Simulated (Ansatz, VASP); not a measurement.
# Sn: VASP beside Ansatz, part 3 of 3

Wanted: the spread between two codes on one cell, functional and k mesh. The cell is taken from a series of runs on this material, whose earlier steps may have relaxed, scaled, displaced or heated it; both programs get it as it stands.

VASP 6.6.1 and Ansatz 0.2.0.

So far: Set-up; Ansatz: zone-centre phonons, PBEsol; VASP: zone-centre phonons, PBEsol.

### 3. VASP: zone-centre phonons, PBEsol (continued)

Level of this step: PBEsol; plane waves and PAW (Sn_d) (VASP).

Numbers of over 12 decimals in the logs are rounded to 6 here.

From OUTCAR (step 3):

```text
ion  position               nearest neighbor table
   1  0.501  0.501  0.499-   2 2.83   2 2.83   2 2.84   2 2.84
   2  0.749  0.749  0.751-   1 2.83   1 2.83   1 2.84   1 2.84

  LATTYP: Found a body centered orthorhombic cell.
 ALAT       =     4.6258377137
 B/A-ratio  =     1.0096004369
 C/A-ratio  =     1.4063668235

 Subroutine GETGRP returns: Found  4 space group operations
 (whereof  2 operations were pure point group operations)

The static configuration has the point symmetry C_1h.
 The point group associated with its full space group is C_2h.

   k-points           NKPTS =   1728   k-points in BZ     NKDIM =   1728   number of bands    NBANDS=     20

   dimension x,y,z NGX =    36 NGY =   36 NGZ =   36
   dimension x,y,z NGXF=    72 NGYF=   72 NGZF=   72

   ENCUT  =  500.0 eV  36.75 Ry    6.06 a.u.   8.43  8.43  8.51*2*pi/ulx,y,z

   NELECT =      28.0000    total number of electrons

 k-points in reciprocal lattice and weights: Points of the shifted mesh
   0.04166667  0.04166667  0.04166667       0.001
   0.04166667  0.04166667  0.12500000       0.001
   0.04166667  0.04166667  0.20833333       0.001
   0.04166667  0.04166667  0.29166667       0.001
   0.04166667  0.04166667  0.37500000       0.001
   0.04166667  0.04166667  0.45833333       0.001
   0.04166667  0.04166667  0.54166667       0.001
   0.04166667  0.04166667  0.62500000       0.001
   0.04166667  0.04166667  0.70833333       0.001
[...]
0.95833333  0.95833333  0.87500000       0.001
   0.95833333  0.95833333  0.95833333       0.001

 average (electrostatic) potential at core
       1-101.5771       2-101.5771

  Total       -0.1721904     -0.1721904     -0.0292860     -0.1424126     -0.0179070     -0.0179070
  in kB       -3.9258188     -3.9258188     -0.6677007     -3.2469054     -0.4082679     -0.4082666
  external PRESSURE =      -2.8397794 kB  Pullay stress =       0.0000000 kB

  energy-cutoff  :      500.00
  volume of cell :       70.27
      direct lattice vectors                 reciprocal lattice vectors
     0.015701328  3.286662544  3.252812346    -0.152860266  0.152860266  0.153713140
     3.286662544  0.015701328  3.252812346     0.152860266 -0.152860266  0.153713140
     3.302363873  3.302363873  0.000000000     0.151406695  0.151406695 -0.153713140

 POSITION                                       TOTAL-FORCE (eV/Angst)
 -----------------------------------------------------------------------------------
      3.30194      3.30194      3.25743        -0.000061     -0.000061     -0.000451
      4.95397      4.95397      4.87460         0.000061      0.000061      0.000451
 -----------------------------------------------------------------------------------
    total drift:                               -0.000000     -0.000000      0.000000

 Eigenvectors and eigenvalues of the dynamical matrix
 ----------------------------------------------------

   1 f  =    5.609727 THz    35.246956 2PiTHz  187.120361 cm-1    23.199958 meV
             X         Y         Z           dx          dy          dz
      3.301938  3.301938  3.257430    -0.500000    0.500000    0.000000
      4.953972  4.953972  4.874601     0.500000   -0.500000   -0.000000

   2 f  =    5.578675 THz    35.051851 2PiTHz  186.084578 cm-1    23.071537 meV
             X         Y         Z           dx          dy          dz
      3.301938  3.301938  3.257430     0.436394    0.436394    0.345138
      4.953972  4.953972  4.874601    -0.436394   -0.436394   -0.345138

   3 f  =    5.512835 THz    34.638167 2PiTHz  183.888396 cm-1    22.799245 meV
             X         Y         Z           dx          dy          dz
      3.301938  3.301938  3.257430     0.244050    0.244050   -0.617154
      4.953972  4.953972  4.874601    -0.244050   -0.244050    0.617154

   4 f  =    0.000000 THz     0.000001 2PiTHz    0.000003 cm-1     0.000000 meV
             X         Y         Z           dx          dy          dz
      3.301938  3.301938  3.257430     0.004002    0.693499    0.137997
      4.953972  4.953972  4.874601     0.004002    0.693499    0.137997

   5 f/i=    0.000000 THz     0.000000 2PiTHz    0.000001 cm-1     0.000000 meV
             X         Y         Z           dx          dy          dz
      3.301938  3.301938  3.257430    -0.032366    0.138034   -0.692747
      4.953972  4.953972  4.874601    -0.032366    0.138034   -0.692747

   6 f/i=    0.000000 THz     0.000000 2PiTHz    0.000001 cm-1     0.000000 meV
             X         Y         Z           dx          dy          dz
      3.301938  3.301938  3.257430     0.706354    0.002395   -0.032525
      4.953972  4.953972  4.874601     0.706354    0.002395   -0.032525

 ELASTIC MODULI CONTR FROM IONIC RELAXATION (kBar)
 Direction    XX          YY          ZZ          XY          YZ          ZX
 --------------------------------------------------------------------------------
 XX          -0.1546     -0.1543     -0.1959      5.6213     -0.5465      0.8903
 YY          -0.1543     -0.1546     -0.1959      5.6735     -0.3287      0.6202
 ZZ          -0.1959     -0.1959     -0.2604      7.0912      0.6213      1.8860
 XY           5.6213      5.6735      7.0912   -211.6089      3.8508      1.8995
 YZ          -0.5465     -0.3287      0.6213      3.8508   -197.4462     10.5540
 ZX           0.8903      0.6202      1.8860      1.8995     10.5540   -199.4500
 --------------------------------------------------------------------------------
```

### 4. Side by side

Known differences besides the potentials themselves: the cutoff is 420 eV in Ansatz and 500 eV in VASP; Ansatz makes its cores anew for this functional, VASP keeps those of its PBE data sets. Total energies have different zeros and are not compared.

The two programs side by side:

| quantity | Ansatz | VASP | difference |
| --- | --- | --- | --- |
| optical mode 1 (cm⁻¹) | 184.5 | 183.9 | +0.34 % |
| optical mode 2 (cm⁻¹) | 186.2 | 186.1 | +0.05 % |
| optical mode 3 (cm⁻¹) | 186.6 | 187.1 | -0.27 % |

Modes are paired by rising frequency, not by their patterns, so a pair may set unlike modes beside each other; they are those without the splitting of longitudinal modes.

### 5. Outcome

| Quantity | Value |
| --- | --- |
| r.m.s. difference of the optical zone-centre modes, each program's sorted by frequency (zone-centre phonons, PBEsol) | 0.47 cm⁻¹ |

What this shows: The r.m.s. difference of the optical zone-centre modes, each program's sorted by frequency is 0.47 cm⁻¹ (zone-centre phonons, PBEsol). How closely two codes agree says nothing of how well the functional describes the real material.

[Lines on the potential files, build, host, timing and source positions are cut from VASP's logs without a mark.]

[Logs are printed without paths, hosts, clocks, repeated set-up lines and the standing remarks that a program may print on its own settings, such as how far it seeks lower states.]

[Hosts, paths, dates, database ids (printed as entryN), source tags and the programs' standing remarks are cut or masked in the printed files.]
